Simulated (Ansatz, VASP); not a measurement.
# GeAu2 in two plane-wave programs, part 2 of 2

Aim: how closely do two programs agree when they are given the same cell, functional and k mesh? The cell is invented: other elements were put on sites of a known structure type. It may not be a known or stable phase. The cell is taken from a series of VASP runs on this material, whose earlier steps may have relaxed, scaled or displaced it; both programs get it as it stands.

VASP 6.6.1 and Ansatz 0.2.0.

So far: Set-up; VASP: band structure, revPBE with D4; Ansatz: band structure, revPBE with D4; Comparison.

### 5. VASP: single point, revPBE with D4, volume scaled by 0.94

Level of this step: revPBE with D4; plane waves and PAW (Ge_d, Au); invented cell (VASP).

A single point gives forces, pressure and levels at one fixed geometry, so differences don't come from the geometry; what else differs is listed under the comparison. The cell compared in this pair holds 49.39 Å³, against 52.54 Å³ for the pair before.

Input file INCAR:

```
SYSTEM = GeAu2
PREC = Accurate
ENCUT = 410
EDIFF = 1E-06
NELM = 100
ISMEAR = -1
SIGMA = 0.05
LREAL = .FALSE.
ALGO = Normal
GGA = RE
IVDW = 13
LORBIT = 11
LWAVE = .FALSE.
LCHARG = .FALSE.
ISIF = 2
```

Input file POSCAR:

```
GeAu2
1.0
    3.0281061962      0.0000000000      0.0000000000
   -1.5140530981      2.6224168916      0.0000000000
    0.0000000000      0.0000000000      6.2192856070
Ge Au
1 2
Direct
    0.0000000000      0.0000000000      0.0000000000
    0.3333333300      0.6666666700      0.3216872035
    0.6666666700      0.3333333300      0.6783127965
```

Input file KPOINTS:

```
Automatic mesh
0
Gamma
8 8 4
0 0 0
```

Potentials, in the order of the species: Ge_d and Au (PBE family, release 64).

Started as:

```
> mpirun -np 1 vasp_std
```

Numbers of over 12 decimals in the logs are rounded to 6 here.

The log of the run:

```text
[banner, memory and clock lines left out]
running    1 mpi-ranks, on    1 nodes
[...]
[... a notice as in an earlier step ...]

 LDA part: xc-table for (Slater+PW92), standard interpolation
 POSCAR, INCAR and KPOINTS ok, starting setup
[...]
entering main loop
       N       E                     dE             d eps       ncg     rms          rms(c)
DAV:   1     0.255610810426E+03    0.25561E+03   -0.16117E+04  1886   0.319E+03
DAV:   2     0.146624412229E+02   -0.24095E+03   -0.23128E+03  1618   0.656E+02
DAV:   3    -0.962833948733E+01   -0.24291E+02   -0.23973E+02  1756   0.126E+02
DAV:   4    -0.101865206860E+02   -0.55818E+00   -0.55775E+00  1740   0.194E+01
[...]
DAV:  11    -0.916746308565E+01   -0.41555E-05   -0.55885E-05  2032   0.638E-02    0.108E-02
DAV:  12    -0.916746423202E+01   -0.11464E-05   -0.20055E-06  1332   0.142E-02    0.324E-03
DAV:  13    -0.916746426067E+01   -0.28655E-07   -0.54846E-07   944   0.869E-03
   1 F= -.12135573E+02 E0= -.12131797E+02  d E =-.755038E-02
```

OUTCAR, selected parts (step 5):

```text
  Edisp (eV):   -2.96811

  Total       2.48310     2.48310     3.32969     0.00000     0.00000     0.00000
  in kB      80.55492    80.55492   108.01921     0.00000     0.00000     0.00000
  external pressure =       89.71 kB  Pullay stress =        0.00 kB

 POSITION                                       TOTAL-FORCE (eV/Angst)
 -----------------------------------------------------------------------------------
      0.00000      0.00000      0.00000         0.000000      0.000000      0.000000
     -0.00000      1.74828      2.00066         0.000000      0.000000     -0.045285
      1.51405      0.87414      4.21862        -0.000000      0.000000      0.045285
 -----------------------------------------------------------------------------------
    total drift:                                0.000000      0.000000      0.000000

  FREE ENERGIE OF THE ION-ELECTRON SYSTEM (eV)
  ---------------------------------------------------
  free  energy   TOTEN  =       -12.1355725573 eV

  energy  without entropy=      -12.1280221806  energy(sigma->0) =      -12.13179737

[... 1 part as in an earlier step ...]

[... 2 further parts left out ...]
[key lines of the parts left out:]
E-fermi :   9.6593
```

The scan keeps the cell's shape and the fractional positions fixed.

### 6. Ansatz: single point, revPBE with D4, volume scaled by 0.94

The same cell, functional, mesh and smearing now go to Ansatz, which takes its cutoff from its data sets.

The cell is a member of a volume series, scaled by 0.94 from a relaxed one, so a pressure remains.

Input file input.yaml:

```yaml
crystal:
  lattice:
    - [3.0281061962, 0.0, 0.0]
    - [-1.5140530981, 2.6224168916, 0.0]
    - [0.0, 0.0, 6.219285607]
  atoms:
    - { symbol: Ge, position: [0.0, 0.0, 0.0] }
    - { symbol: Au, position: [0.33333333, 0.66666667, 0.3216872035] }
    - { symbol: Au, position: [0.66666667, 0.33333333, 0.6783127965] }
hamiltonian:
  xc: revpbe
  pseudopotentials: { kind: paw }
  dispersion: d4
kpoints:
  mp_grid: { grid: [8, 8, 4] }
scf:
  occupations: { method: fermi_dirac, width: 0.05 }
  n_extra_bands: 4
output:
  forces: true
  stress: true
  eigenvalues: true
  write_density: true
  write_potential: true
  elf: true
  volumetric_format: npy
```

Started as:

```
> ansatz run input.yaml --threads 2 --pin off --max-ram 4608MiB --backend cpu --events-out ev --progress --plain --runs-dir out
```

The log of the run:

```text
[...]
Crystal: 3 atoms, lattice volume = 49.387 Å³
Basis set: ecut = 420 eV, 969 PW (Γ), exchange–correlation on 48×48×90 points (8 copies of the dense FFT grid, shifted against one another)
Bands: 30, of which v1, the nominal top of the filled ones, is band 26 counted from 1 (25 counted from 0)
Symmetry: 12 space group operations
[...]
k-points: 35 of 256
[...]
--- Band table (eV; the first three rows and the last of 35) ---
  k-point 0: bands = [... 22 lower, 15.0938, 15.0938, 15.6913, 15.6913, 26.4707, 26.4707, 26.7719, 26.9658]
  k-point 1: bands = [... 22 lower, 15.1126, 15.6455, 15.7281, 15.7281, 23.3868, 26.3284, 26.3284, 29.8398]
  k-point 2: bands = [... 22 lower, 15.1315, 15.7640, 15.7640, 17.0433, 21.3850, 26.1963, 26.1963, 29.9890]
  k-point 34: bands = [... 22 lower, 15.6185, 17.1795, 17.2551, 18.7242, 19.4182, 19.9671, 22.1618, 26.2059]
[key lines of the parts left out:]
SCF converged after 7 iterations
Free energy (F): -30620.310533 eV
Fermi energy:    19.009802 eV
P = ⅓ Tr σ = 9.2029 GPa (92.029 kbar)
```

Run time: 2.3 s. Hardware: 2 threads of Arm Neoverse V2, shared host; peak memory 0.35 GiB.

The run ends at a pressure of 9.20 GPa, with forces up to 0.067 eV/Å.

### 7. Comparison

Both answers:

```tsv
quantity	Ansatz	VASP	difference
pressure (GPa)	9.20	8.97	+0.23
pressure without Ansatz's Pulay correction (GPa)	9.14	8.97	+0.17
```

Forces (eV/Å; atoms numbered as in POSCAR):

```tsv
atom	Ansatz x, y, z	VASP x, y, z
Ge1	0.000, 0.000, 0.000	0.000, 0.000, 0.000
Au2	0.000, 0.000, -0.067	0.000, 0.000, -0.045
Au3	0.000, 0.000, 0.067	0.000, 0.000, 0.045
```

The forces differ by 10 meV/Å r.m.s., which is 47.6 % of the r.m.s. force of 0.02 eV/Å (both taken over all components). Ansatz's pressure holds a Pulay correction of 0.06 GPa; VASP's holds none.

### 8. VASP: single point, revPBE with D4, volume scaled by 1.02

A single point gives forces, pressure and levels at one fixed geometry, so differences don't come from the geometry; what else differs is listed under the comparison. The cell compared in this pair holds 53.59 Å³, against 49.39 Å³ for the pair before.

INCAR is that of step 5.

Input file POSCAR:

```
GeAu2
1.0
    3.1116820021      0.0000000000      0.0000000000
   -1.5558410011      2.6947956627      0.0000000000
    0.0000000000      0.0000000000      6.3909380437
Ge Au
1 2
Direct
    0.0000000000      0.0000000000      0.0000000000
    0.3333333300      0.6666666700      0.3216872035
    0.6666666700      0.3333333300      0.6783127965
```

KPOINTS is that of step 5.

Started as:

```
> mpirun -np 1 vasp_std
```

The log of the run:

```text
[... set-up lines as in an earlier step ...]
 entering main loop
       N       E                     dE             d eps       ncg     rms          rms(c)
DAV:   1     0.258795863158E+03    0.25880E+03   -0.15927E+04  1858   0.305E+03
DAV:   2     0.160380898065E+02   -0.24276E+03   -0.23434E+03  1648   0.664E+02
DAV:   3    -0.966282793491E+01   -0.25701E+02   -0.25373E+02  1726   0.127E+02
DAV:   4    -0.103494583913E+02   -0.68663E+00   -0.68575E+00  1744   0.214E+01
[...]
DAV:  11    -0.946737209808E+01   -0.97495E-05   -0.47463E-05  1930   0.525E-02    0.957E-03
DAV:  12    -0.946737375513E+01   -0.16570E-05   -0.24398E-06  1384   0.130E-02    0.289E-03
DAV:  13    -0.946737381265E+01   -0.57520E-07   -0.67019E-07   914   0.105E-02
   1 F= -.12215021E+02 E0= -.12211314E+02  d E =-.741580E-02
```

From OUTCAR (step 8):

```text
  Edisp (eV):   -2.74765

  Total      -0.71955    -0.71955    -0.90977     0.00000     0.00000    -0.00000
  in kB     -21.51238   -21.51238   -27.19914     0.00000     0.00000    -0.00000
  external pressure =      -23.41 kB  Pullay stress =        0.00 kB

 POSITION                                       TOTAL-FORCE (eV/Angst)
 -----------------------------------------------------------------------------------
      0.00000      0.00000      0.00000        -0.000000      0.000000      0.000000
     -0.00000      1.79653      2.05588        -0.000000      0.000000      0.015438
      1.55584      0.89827      4.33506         0.000000     -0.000000     -0.015438
 -----------------------------------------------------------------------------------
    total drift:                                0.000000     -0.000000      0.000000

  FREE ENERGIE OF THE ION-ELECTRON SYSTEM (eV)
  ---------------------------------------------------
  free  energy   TOTEN  =       -12.2150214373 eV

  energy  without entropy=      -12.2076056402  energy(sigma->0) =      -12.21131354

[... 1 part as in an earlier step ...]

[... 2 further parts left out ...]
[key lines of the parts left out:]
E-fermi :   8.4363
```

The run ends at a pressure of -2.34 GPa, with forces up to 0.015 eV/Å.

### 9. Ansatz: single point, revPBE with D4, volume scaled by 1.02

The same cell, functional, mesh and smearing now go to Ansatz, which takes its cutoff from its data sets.

The cell is a member of a volume series, scaled by 1.02 from a relaxed one, so a pressure remains.

Edit input.yaml of step 6 so:

```diff
@@ -2,5 +2,5 @@
   lattice:
-    - [3.0281061962, 0.0, 0.0]
-    - [-1.5140530981, 2.6224168916, 0.0]
-    - [0.0, 0.0, 6.219285607]
+    - [3.1116820021, 0.0, 0.0]
+    - [-1.5558410011, 2.6947956627, 0.0]
+    - [0.0, 0.0, 6.3909380437]
   atoms:
```

Started as:

```
> ansatz run input.yaml --threads 2 --pin off --max-ram 4608MiB --backend cpu --events-out ev --progress --plain --runs-dir out
```

The log of the run:

```text
[...]
Crystal: 3 atoms, lattice volume = 53.590 Å³
Basis set: ecut = 420 eV, 1017 PW (Γ), exchange–correlation on 48×48×90 points (8 copies of the dense FFT grid, shifted against one another)
Bands: 30, of which v1, the nominal top of the filled ones, is band 26 counted from 1 (25 counted from 0)
Symmetry: 12 space group operations
[...]
k-points: 35 of 256
[...]
--- Band table (eV; the first three rows and the last of 35) ---
  k-point 0: bands = [... 22 lower, 13.4189, 13.4189, 13.9334, 13.9334, 23.9450, 23.9450, 24.4029, 24.4321]
  k-point 1: bands = [... 22 lower, 13.4353, 13.9642, 13.9642, 14.0059, 21.0303, 23.8338, 23.8338, 27.5674]
  k-point 2: bands = [... 22 lower, 13.4519, 13.9942, 13.9942, 15.4154, 19.0306, 23.7290, 23.7290, 27.7486]
  k-point 34: bands = [... 22 lower, 13.8849, 15.1664, 15.3959, 16.7184, 17.4447, 17.9229, 20.0315, 23.9225]
[key lines of the parts left out:]
SCF converged after 7 iterations
Free energy (F): -30620.389997 eV
Fermi energy:    17.060365 eV
P = ⅓ Tr σ = -2.1716 GPa (-21.716 kbar)
```

It took 2.3 s on 2 threads; peak memory 0.35 GiB; 4.1 s of CPU time.

The run ends at a pressure of -2.17 GPa, with forces up to 0.0013 eV/Å.

### 10. Differences

Both answers:

```tsv
quantity	Ansatz	VASP	difference
pressure (GPa)	-2.17	-2.34	+0.17
```

At this near-relaxed geometry the largest component of a force difference is 14 meV/Å. Ansatz's pressure holds a Pulay correction of 0.05 GPa; VASP's holds none.

### 11. What came out

```
r.m.s. difference of levels near the Fermi level (band structure, revPBE with D4) : 5.3 meV
r.m.s. force difference (band structure, revPBE with D4)                          : 7.4 meV/Å
difference in pressure (single point, revPBE with D4, volume scaled by 0.94)      : 0.23 GPa
r.m.s. force difference (single point, revPBE with D4, volume scaled by 0.94)     : 10 meV/Å
difference in pressure (single point, revPBE with D4, volume scaled by 1.02)      : 0.17 GPa
r.m.s. force difference (single point, revPBE with D4, volume scaled by 1.02)     : 6.7 meV/Å
```

In words: The r.m.s. force difference is 10 meV/Å (single point, revPBE with D4, volume scaled by 0.94), within the 12 meV/Å picked in this series as the mark of a large difference. 1 further run of this series is not shown here. How closely two codes agree says nothing of how well the functional describes the real material.

[Lines on the potential files, build, host, timing and source positions are cut from VASP's logs without a mark.]

[Logs are printed without paths, hosts, clocks, repeated set-up lines and the standing remarks that a program may print on its own settings, such as how far it seeks lower states.]

[Hosts, paths, dates, database ids (printed as entryN), source tags and the programs' standing remarks are cut or masked in the printed files.]
